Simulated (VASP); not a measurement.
All values below come from PBEsol GGA, VASP's PBE PAW potentials (set 64) (plane waves; VASP).

Input for VASP

**INCAR**
```
! general
SYSTEM   =  KI
PREC     =  Accurate
ENCUT    =  520
LREAL    =  .FALSE.
LASPH    =  .TRUE.
ICHARG   =  11

! electronic loop
EDIFF    =  1E-7
NELM     =  100
ALGO     =  Normal
LMAXMIX  =  4

! smearing
ISMEAR   =  0
SIGMA    =  0.05

! functional
GGA      =  PS

! output
LWAVE    =  .FALSE.
LCHARG   =  .FALSE.
LORBIT   =  11
```

POSCAR:
```
KI
1
    0.0000000000     3.5069302792     3.5069302792
    3.5069302792     0.0000000000     3.5069302792
    3.5069302792     3.5069302792     0.0000000000
K I
1 1
Direct
  0.0000000000   0.0000000000   0.0000000000
  0.5000000000   0.5000000000   0.5000000000
```

File KPOINTS:
```
k-points along high-symmetry lines
15
Line-mode
Reciprocal
  0.000000   0.000000   0.000000 ! GAMMA
  0.500000   0.000000   0.500000 ! X

  0.500000   0.000000   0.500000 ! X
  0.625000   0.250000   0.625000 ! U

  0.375000   0.375000   0.750000 ! K
  0.000000   0.000000   0.000000 ! GAMMA

  0.000000   0.000000   0.000000 ! GAMMA
  0.500000   0.500000   0.500000 ! L

  0.500000   0.500000   0.500000 ! L
  0.500000   0.250000   0.750000 ! W

  0.500000   0.250000   0.750000 ! W
  0.500000   0.000000   0.500000 ! X
```

POTCAR, in this order: K_sv I (PBE.64 set). Program: vasp_std. Read from the step before: CHGCAR.

What VASP printed:

File OUTCAR:
```
 ion  position               nearest neighbor table
   1  0.000  0.000  0.000-   2 3.51   2 3.51   2 3.51   2 3.51   2 3.51   2 3.51
   2  0.500  0.500  0.500-   1 3.51   1 3.51   1 3.51   1 3.51   1 3.51   1 3.51
  LATTYP: Found a face centered cubic cell.
 ALAT       =     7.0138605584
 Subroutine PRICEL returns:
 Original cell was already a primitive cell.
 Subroutine GETGRP returns: Found 48 space group operations
The static configuration has the point symmetry O_h .
The dynamic configuration has the point symmetry O_h .
 Subroutine INISYM returns: Found 48 space group operations
   k-points           NKPTS =     90   k-points in BZ     NKDIM =     90   number of bands    NBANDS=     12
   number of dos      NEDOS =    301   number of ions     NIONS =      2
   total plane-waves  NPLWV =  64000
   dimension x,y,z NGX =    40 NGY =   40 NGZ =   40
   dimension x,y,z NGXF=    80 NGYF=   80 NGZF=   80
   ions per type =               1   1
   PREC   = accura    normal or accurate (medium, high low for compatibility)
   ISTART =      0    job   : 0-new  1-cont  2-samecut
   ICHARG =     11    charge: 1-file 2-atom 10-const
   ISPIN  =      1    spin polarized calculation?
   LNONCOLLINEAR =      F non collinear calculations
   LSORBIT =      F    spin-orbit coupling
   INIWAV =      1    electr: 0-lowe 1-rand  2-diag
   ENCUT  =  520.0 eV  38.22 Ry    6.18 a.u.   9.22  9.22  9.22*2*pi/ulx,y,z
   NELM   =    100;   NELMIN=  2; NELMDL= -5     # of ELM steps
   EDIFF  = 0.1E-06   stopping-criterion for ELM
   LREAL  =      F    real-space projection
   NLSPLINE    = F    spline interpolate recip. space projectors
   LMAXMIX     =    4 max onsite mixed and CHGCAR
   VOSKOWN=      0    Vosko Wilk Nusair interpolation
   EDIFFG = 0.1E-05   stopping-criterion for IOM
   NSW    =      0    number of steps for IOM
   NBLOCK =      1;   KBLOCK =      1    inner block; outer block
   IBRION =     -1    ionic relax: 0-MD 1-quasi-New 2-CG
   NFREE  =      0    steps in history (QN), initial steepest desc. (CG)
   ISIF   =      2    stress and relaxation
   ISYM   =      2    0-nonsym 1-usesym 2-fastsym
   TEIN   =    0.0    initial temperature
   TEBEG  =    0.0;   TEEND  =   0.0 temperature during run
...
```

**OSZICAR**
```
       N       E                     dE             d eps       ncg     rms          rms(c)
DAV:   1     0.926654795897E+02    0.92665E+02   -0.66643E+03  2160   0.113E+03
DAV:   2     0.657696705431E+00   -0.92008E+02   -0.85606E+02  2580   0.245E+02
DAV:   3    -0.509297445965E+01   -0.57507E+01   -0.57193E+01  2816   0.569E+01
DAV:   4    -0.539685458802E+01   -0.30388E+00   -0.30358E+00  4000   0.114E+01
DAV:   5    -0.539816395611E+01   -0.13094E-02   -0.13093E-02  2736   0.795E-01
DAV:   6    -0.539820437973E+01   -0.40424E-04   -0.40423E-04  3172   0.101E-01
DAV:   7    -0.539820494221E+01   -0.56247E-06   -0.56248E-06  3208   0.143E-02
DAV:   8    -0.539820495634E+01   -0.14134E-07   -0.14106E-07  2588   0.191E-03
   1 F= -.53982050E+01 E0= -.53982050E+01  d E =-.277936E-18
```

OUTCAR:
```
 val. band max:       -0.3938393073   @ k =   0.0000   0.0000   0.0000

 cond. band min:       3.4673735979   @ k =   0.0000   0.0000   0.0000



 k-point     1 :       0.0000    0.0000    0.0000
  band No.  band energies     occupation
      1     -28.6818      2.00000
      2     -12.2375      2.00000
      3     -12.2375      2.00000
      4     -12.2375      2.00000
      5     -10.9652      2.00000
      6      -0.3938      2.00000
      7      -0.3938      2.00000
      8      -0.3938      2.00000
      9       3.4674      0.00000
     10       6.0221      0.00000
     11       6.0221      0.00000
     12       6.0221      0.00000

 k-point     2 :       0.0357    0.0000    0.0357
  band No.  band energies     occupation
      1     -28.6818      2.00000
      2     -12.2408      2.00000
      3     -12.2378      2.00000
      4     -12.2378      2.00000
      5     -10.9593      2.00000
      6      -0.4287      2.00000
      7      -0.4001      2.00000
      8      -0.4001      2.00000
      9       3.5156      0.00000
     10       5.9833      0.00000
     11       6.0544      0.00000
     12       6.0544      0.00000

 k-point     3 :       0.0714    0.0000    0.0714
  band No.  band energies     occupation
      1     -28.6817      2.00000
      2     -12.2500      2.00000
      3     -12.2385      2.00000
      4     -12.2385      2.00000
      5     -10.9424      2.00000
      6      -0.5249      2.00000
      7      -0.4182      2.00000
      8      -0.4182      2.00000
      9       3.6510      0.00000
     10       5.8762      0.00000
     11       6.1505      0.00000
     12       6.1505      0.00000

 k-point     4 :       0.1071    0.0000    0.1071
  band No.  band energies     occupation
      1     -28.6815      2.00000
      2     -12.2632      2.00000
      3     -12.2398      2.00000
      4     -12.2398      2.00000
      5     -10.9173      2.00000
      6      -0.6625      2.00000
      7      -0.4466      2.00000
...
```

The density is held fixed in this step, so its total energy and stress have no physical meaning. Unless said otherwise, spin-orbit coupling is left out, though it shifts the bands of the heavy elements here.

The compound is KI in the rock salt structure. It was relaxed first.
